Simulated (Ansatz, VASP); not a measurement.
## Cross-check of Ge (germanene, 1 layer) between VASP and Ansatz

One calculation is typed for both programs; each brings its own data sets. How far apart do they land? Of the first pair: The structure shown is the start of the Ansatz relaxation below; VASP solves that cell, so the two are compared at the walk's first step.

Method: plane waves, with VASP 6.6.1 beside it; PBE, in Ansatz 0.2.0.

## (1) The structure

The cell holds 2 atoms: 2 Ge. Its edges and angles: a = 4.060 Å, b = 4.060 Å, c = 15.690 Å, α = 90.0°, β = 90.0°, γ = 120.0°. Vacuum lies along c.

## (2) Ansatz: relaxation, PBE

Ansatz runs on its default PAW (the set named soft_2) files.

The two programs are compared at the cell with which this relaxation starts, whose forces are those of its first step.

Contents of input.yaml:

```yaml
crystal:
  lattice:
    - [4.06, 0.0, 0.0]
    - [-2.03, 3.5160631394, 0.0]
    - [0.0, 0.0, 15.69]
  atoms:
    - { symbol: Ge, position: [0.6666666667, 0.3333333333, 0.4780114723] }
    - { symbol: Ge, position: [0.3333333333, 0.6666666667, 0.5219885277] }
kpoints:
  mp_grid: { grid: [12, 12, 1] }
hamiltonian:
  xc: pbe
scf:
  occupations: { method: fermi_dirac, width: 0.05 }
  convergence: { dr2_threshold: 1.0e-08 }
efield:
  axis: 3
  dipole_correction: true
  ramp_position: 0.97
  ramp_width: 0.04
relax:
  f_tol: 0.01
  cell: { fix: [c, alpha, beta] }
output:
  write_potential: true
  write_density: true
  volumetric_format: npy
```

On the command line:

```
ansatz run input.yaml --threads 2 --pin off --max-ram 4096MiB --backend cpu --events-out ev --progress --plain --runs-dir out
```

Numbers of over 12 decimals in the logs are rounded to 6 here.

What it wrote:

```text
Warning: relax.cell: scf.convergence.dr2_threshold = 1e-8 eV is looser than the 2e-10 eV advised for a relaxation that steers and ends on the stress (1e-10 eV for each atom of the cell: 2). What an SCF threshold leaves in a stress goes as its square root, and in the free energy as the threshold itself, and one threshold admits the most on a small cell: [figures from the program's tests cut] Set scf.convergence.dr2_threshold to 2e-10 eV or tighter. The threshold is an SCF's pass mark: one that does not reach it within its budget of iterations ends unconverged, or closes short of it on a stop that the run arms, and scf.convergence.dr2_threshold's page says what that costs each kind of run
Engine: ansatz 0.2.0, aarch64-unknown-linux-gnu
Pseudopotentials: kind: paw
Pseudopotential: Ge, paw, valence charge 14, recommended cutoff 420 eV (normal), Ge.paw.azcp
Functional definition: PBE
  parameter kappa = 0.804
  parameter beta = 0.066725
  exchange = pbe_x(kappa = kappa, mu = beta*pi^2/3)
  correlation = pbe_c(beta = beta)
Crystal: 2 atoms, lattice volume = 223.978 Å³
Basis set: ecut = 420 eV, 4385 PW (Γ), exchange–correlation on 60×60×216 points (8 copies of the dense FFT grid, shifted against one another)
Bands: 18, of which v1, the nominal top of the filled ones, is band 14 counted from 1 (13 counted from 0)
Symmetry: 6 space group operations
k-points: 19 of 144 (time reversal used)
Non-local potential: Ge, projectors of the file, l = 0: 2, l = 1: 2, l = 2: 3, l = 3: 1
PAW form: soft (Blöchl's): semilocal exchange-correlation on the pseudo side does not see the compensation charge
PAW one-centre angular grid: Ge, 590 points (default); XC on 64 Gauss nodes
Initial density: superposition of atomic densities (neutral atoms: chi_scale 0, normalization atom), corrected by the library's trained network
Initial wavefunctions: pseudopotential atomic-orbital guess
Functional: x = pbe(κ = 0.804, μ = 0.219515), c = pbe(β = 0.066725)
SCF iter   1: F=—  HF=-8589.010363 eV  |F-HF|=—  |Δ(HF+E_count)|=         —  Δρ=1.03e-3  dr2=3.50e-3  ethr=1.77e-3  p=0.000 e·Å  D=9.86e-5 V/Å  ΔV_dip=-0.00 eV  dr2_dipole=2.38e-8  V_vac-E_F(+/−)=4.44/4.45 eV  ⟨swp⟩=6.5  Hψ=1746  notcnv=0
efield: sawtooth ramp at fractional position 0.9700 (set: `efield.ramp_position`, or a place that a band, a saddle search or an elastic batch's reference lends), width 0.0400; the density the first Hamiltonian is built on has a dipole p = 0.000 e·Å; the dipole correction subtracts the counter field D = 9.86e-5 V/Å, which shifts the + side's vacuum level by -0.00 eV against the − side's; the planar-averaged density in the ramp window peaks in size at 1.5e-5 e/Å³
preconditioner: auto → LDOS  [metal: Δε(μ)=0.000 eV  Ē_g=8.396 eV  σ=0.050 eV  W_gap=0.00  n_scr=26 (ndim 8)  ℏωp=7.0 eV  f_vac=0.712  D(μ)=0.28/eV (n_scr^D=2)  β→1.0]
SCF iter   2: F=—  HF=-8589.010187 eV  |F-HF|=—  |Δ(HF+E_count)|=   1.76e-4  Δρ=4.96e-4  dr2=4.11e-4  ethr=1.25e-5  p=-0.000 e·Å  D=-2.73e-5 V/Å  ΔV_dip=0.00 eV  dr2_dipole=1.95e-8  V_vac-E_F(+/−)=4.48/4.48 eV  ⟨swp⟩=2.1  Hψ=837  notcnv=0
SCF iter   3: F=—  HF=-8589.010057 eV  |F-HF|=—  |Δ(HF+E_count)|=   1.30e-4  Δρ=1.32e-4  dr2=4.18e-5  ethr=1.47e-6  p=0.000 e·Å  D=2.86e-5 V/Å  ΔV_dip=-0.00 eV  dr2_dipole=1.87e-8  V_vac-E_F(+/−)=4.48/4.48 eV  ⟨swp⟩=2.0  Hψ=645  notcnv=0
SCF iter   4: F=—  HF=-8589.010011 eV  |F-HF|=—  |Δ(HF+E_count)|=   4.63e-5  Δρ=3.47e-5  dr2=2.73e-6  ethr=1.49e-7  p=-0.000 e·Å  D=-1.20e-5 V/Å  ΔV_dip=0.00 eV  dr2_dipole=1.76e-9  V_vac-E_F(+/−)=4.47/4.47 eV  ⟨swp⟩=2.0  Hψ=609  notcnv=0
SCF iter   5: F=—  HF=-8589.010028 eV  |F-HF|=—  |Δ(HF+E_count)|=   1.69e-5  Δρ=6.55e-6  dr2=9.55e-8  ethr=9.73e-9  p=0.000 e·Å  D=1.23e-6 V/Å  ΔV_dip=-0.00 eV  dr2_dipole=6.80e-10  V_vac-E_F(+/−)=4.47/4.47 eV  ⟨swp⟩=2.0  Hψ=609  notcnv=0
SCF iter   6: F=-8589.010028 eV  HF=-8589.010028 eV  |F-HF|=3.21e-8  |Δ(HF+E_count)|=   2.10e-7  Δρ=1.98e-6  dr2=8.31e-9  ethr=3.57e-11  p=-0.000 e·Å  D=-7.28e-6 V/Å  ΔV_dip=0.00 eV  dr2_dipole=2.60e-10  V_vac-E_F(+/−)=4.47/4.47 eV  ⟨swp⟩=8.9  Hψ=1968  notcnv=0
SCF 1 converged in 6 iterations: F = -8589.010028 eV  dr2 = 8.31e-9
  greatest PAW one-centre occupation: 0.998 electrons in one spin orbital (limit 2), on the Ge atom at site 1 (counted from 0), in its partial waves of l = 2
relax step   1: F+E_penalty+E_count = -8589.01002779 eV  Δ(F+E_penalty+E_count) = +0.000e0 eV  max|allowed force component| = 6.438e-2 eV/Å  Δτ_max = 0.0000 Å  P = -0.138 GPa  Ω = 223.978 Å³  fix = [c, alpha, beta]  reactions: c -0.032 GPa  (6 SCF iters, accepted)
[...]
relax step   2: F+E_penalty+E_count = -8589.01129519 eV  Δ(F+E_penalty+E_count) = -1.267e-3 eV  max|allowed force component| = 1.826e-2 eV/Å  Δτ_max = 0.0047 Å  P = -0.061 GPa  Ω = 223.003 Å³  energy of the carried Pulay correction = +3.223e-5 eV  fix = [c, alpha, beta]  reactions: c -0.009 GPa  (5 SCF iters, accepted)
[...]
relax step   3: F+E_penalty+E_count = -8589.01158260 eV  Δ(F+E_penalty+E_count) = -2.874e-4 eV  max|allowed force component| = 7.454e-4 eV/Å  Δτ_max = 0.0010 Å  P = +0.003 GPa  Ω = 222.086 Å³  energy of the carried Pulay correction = +6.267e-5 eV  fix = [c, alpha, beta]  reactions: c -0.001 GPa  (5 SCF iters, accepted)
[...]
relax step   4: F+E_penalty+E_count = -8589.01151913 eV  Δ(F+E_penalty+E_count) = +6.347e-5 eV  max|allowed force component| = 7.349e-4 eV/Å  Δτ_max = 0.0000 Å  P = +0.003 GPa  Ω = 222.086 Å³  fix = [c, alpha, beta]  reactions: c -0.000 GPa  stress off target by 3.94e-3 GPa on what of the cell is left free  SCF on the basis re-selected at this cell (its energy is not comparable with the rows above)  (3 SCF iters)
basis re-selected at this cell: Δ(F+E_penalty+E_count) = +6.347e-5 eV, ΔP = +0.000 GPa vs the last step (what re-selecting the basis moved, of the pressure what is left beyond the Pulay correction that the steps carried, after the strain that the cell walked since its last selection, with what the two solves' SCF thresholds leave and, on support functions, any second-order correction that the steps lacked; it is no m [...]
SCF converged after 3 iterations
Free energy (F): -8589.011519 eV
Harris-Foulkes:  -8589.011519 eV  (|F-HF|=1.01e-9)
Internal energy: -8589.009584 eV  (E = F + TS)
E sigma→0 (E₀):  -8589.010551 eV
Entropy (-TS):   -0.001935 eV (-0.968 meV/atom)
Fermi energy:    -1.865062 eV
Dipole field:    D = 0.000005 V/Å  (p = 0.000007 e·Å, saw-weighted, corrected)
Work function:   Φ+ = 4.4677 eV   Φ− = 4.4678 eV
Levels:          The Fermi level and band energies are counted from a zero that moves with the ramp; work functions are not
--- Per-component energies (eV) ---
  E_band       = -579.018427
  E_kinetic    = 219.987986
  E_local      = -14733.735915  (includes V_loc(G=0)·N_el)
  E_nonlocal   = 834.227719
  E_hartree    = 6923.843457
  E_xc         = -149.451260
  E_vxc        = -126.710762  (∫ρ·V_xc dr)
  E_paw        = -4036.754961  (= ΣΔE_a)
  E_vpaw       = -620.473623  (= ΣTr[D̂ρ^β])
  E_aug_tail   = 0.000614  (compensation charges beyond the density's cutoff)
  E_efield     = 0.000000  (sawtooth field / dipole correction)
  E_vefield    = -0.000024  (∫n·V_field dr)
  E_ewald      = 2352.872776
  E_smearing   = -0.001935  (= −TS)
  E_closure    = -0.000000  (closes the sum)
  Σ components = -8589.011519   (vs F -8589.011519, Δ=0.00e0)
--- Forces (eV/Å), atoms counted from 1 ---
  atom   1  Ge     0.00000000    -0.00000000     0.00072979
  atom   2  Ge    -0.00000000     0.00000000    -0.00074003
  max |Σ_I F_I| component: 1.02e-5 eV/Å
--- Stress (GPa, compression-positive) ---
        0.003945       0.000000      -0.000000
        0.000000       0.003945       0.000000
       -0.000000       0.000000      -0.000202
  P = ⅓ Tr σ = 0.0026 GPa (0.026 kbar)
--- Band table (eV; the first three rows and the last of 19) ---
  k-point 0: bands = [... 10 lower, -13.1271, -5.3843, -2.3461, -2.3461, -1.3948, 0.4559, 1.9895, 1.9895]
  k-point 1: bands = [... 10 lower, -13.0515, -5.4451, -3.2075, -2.5033, -0.5247, 0.4909, 1.8923, 2.2775]
  k-point 2: bands = [... 10 lower, -12.8263, -5.8582, -3.9431, -2.8652, 0.0863, 0.5507, 2.1443, 2.8240]
  k-point 18: bands = [... 10 lower, -10.1000, -10.1000, -5.5863, -1.8651, -1.8650, 2.5501, 4.3463, 4.3463]
--- Relaxed structure (3 steps of the walk, 3 accepted, 1 SCFs on fresh bases) ---
  F+E_penalty+E_count = -8589.01151913 eV   max|allowed force component| = 7.349e-4 eV/Å   (the final SCF, on the basis selected at the relaxed cell)
  cell:  # Å, volume = 222.0864 Å³
    - [4.042818, -1.2717211041292174e-18, 0]
    - [-2.021409, 3.501183, 0]
    - [0, 0, 15.69]
  atoms:
    - { symbol: Ge, position: [0.666667, 0.333333, 0.478374] }
    - { symbol: Ge, position: [0.333333, 0.666667, 0.521626] }
```

## (3) VASP: single point, PBE, start cell, pair 1

The same cell, functional, mesh and smearing now go to VASP, with its own data sets.

Lines of VASP's logs that name or quote its potential files are left out, and so is its time.

Contents of INCAR:

```
SYSTEM = Ge
PREC = Accurate
ENCUT = 410
EDIFF = 1E-06
NELM = 120
ISMEAR = -1
SIGMA = 0.05
LREAL = .FALSE.
ALGO = Normal
GGA = PE
NBANDS = 20
LORBIT = 11
LWAVE = .FALSE.
LCHARG = .FALSE.
ISIF = 2
LDIPOL = .TRUE.
IDIPOL = 3
DIPOL = 0.5 0.5 0.5
LVHAR = .TRUE.
LASPH = .TRUE.
GGA_COMPAT = .FALSE.
NELMDL = -8
```

Contents of POSCAR:

```
Ge
1.0
    4.0600000000      0.0000000000      0.0000000000
   -2.0300000000      3.5160630000      0.0000000000
    0.0000000000      0.0000000000     15.6900000000
Ge
2
Direct
    0.6666666667      0.3333333333      0.4780114723
    0.3333333334      0.6666666666      0.5219885277
```

Contents of KPOINTS:

```
Automatic mesh
0
Gamma
12 12 1
0 0 0
```

Potentials, in the order of the species: Ge_d (PBE family, release 64).

On the command line:

```
mpirun -np 1 vasp_std
```

What it wrote:

```text
[banner, memory and clock lines left out]
running    1 mpi-ranks, on    1 nodes
 distrk:  each k-point on    1 cores,    1 groups
 distr:  one band on    1 cores,    1 groups

 POSCAR found type information on POSCAR Ge
 POSCAR found :  1 types and       2 ions
 LDA part: xc-table for (Slater+PW92), standard interpolation
 POSCAR, INCAR and KPOINTS ok, starting setup
 FFT: planning ... GRIDC
 FFT: planning ... GRID_SOFT
 FFT: planning ... GRID
 WAVECAR not read
 entering main loop
       N       E                     dE             d eps       ncg     rms          rms(c)
DAV:   1     0.157387099003E+03    0.15739E+03   -0.13770E+04   892   0.156E+03
DAV:   2     0.119426816813E+02   -0.14544E+03   -0.14175E+03   876   0.308E+02
DAV:   3    -0.723088869631E+01   -0.19174E+02   -0.18948E+02   960   0.123E+02
DAV:   4    -0.818386304922E+01   -0.95297E+00   -0.95226E+00   924   0.311E+01
DAV:   5    -0.823060625356E+01   -0.46743E-01   -0.46742E-01  1048   0.671E+00
DAV:   6    -0.823190404151E+01   -0.12978E-02   -0.12978E-02  1088   0.924E-01
DAV:   7    -0.823194200328E+01   -0.37962E-04   -0.37962E-04  1072   0.143E-01
DAV:   8    -0.823194325740E+01   -0.12541E-05   -0.12540E-05  1032   0.271E-02    0.279E+00
DAV:   9    -0.813956765619E+01    0.92376E-01   -0.43253E-02  1080   0.283E+00    0.165E+00
DAV:  10    -0.807788205444E+01    0.61686E-01   -0.13927E-01   992   0.414E+00    0.172E-01
DAV:  11    -0.807763181283E+01    0.25024E-03   -0.18882E-02   872   0.182E+00    0.879E-02
DAV:  12    -0.807675305428E+01    0.87876E-03   -0.16664E-03  1052   0.442E-01    0.481E-02
DAV:  13    -0.807626547787E+01    0.48758E-03   -0.35252E-04   904   0.126E-01    0.198E-02
DAV:  14    -0.807622789566E+01    0.37582E-04   -0.17562E-04   856   0.774E-02    0.165E-02
DAV:  15    -0.807656316748E+01   -0.33527E-03   -0.11969E-04   784   0.428E-02    0.610E-03
DAV:  16    -0.807657377111E+01   -0.10604E-04   -0.39774E-05   728   0.334E-02    0.456E-03
DAV:  17    -0.807693397854E+01   -0.36021E-03   -0.28441E-05   684   0.218E-02    0.257E-03
DAV:  18    -0.807702557028E+01   -0.91592E-04   -0.91228E-06   724   0.198E-02    0.145E-03
DAV:  19    -0.807707209289E+01   -0.46523E-04   -0.30879E-06   744   0.810E-03    0.820E-04
DAV:  20    -0.807708011414E+01   -0.80212E-05   -0.65374E-07   696   0.468E-03    0.486E-04
DAV:  21    -0.807708200907E+01   -0.18949E-05   -0.11950E-07   652   0.160E-03    0.198E-04
DAV:  22    -0.807708232120E+01   -0.31212E-06   -0.14085E-08   604   0.946E-04
   1 F= -.80770823E+01 E0= -.80761136E+01  d E =-.193744E-02
```

(Part 1 of 2 ends here.)

[Lines on the potential files, build, host, timing and source positions are cut from VASP's logs without a mark.]

[Logs are printed without paths, hosts, clocks, repeated set-up lines and the standing remarks that a program may print on its own settings, such as how far it seeks lower states.]

[Hosts, paths, dates, database ids (printed as entryN), source tags and the programs' standing remarks are cut or masked in the printed files.]
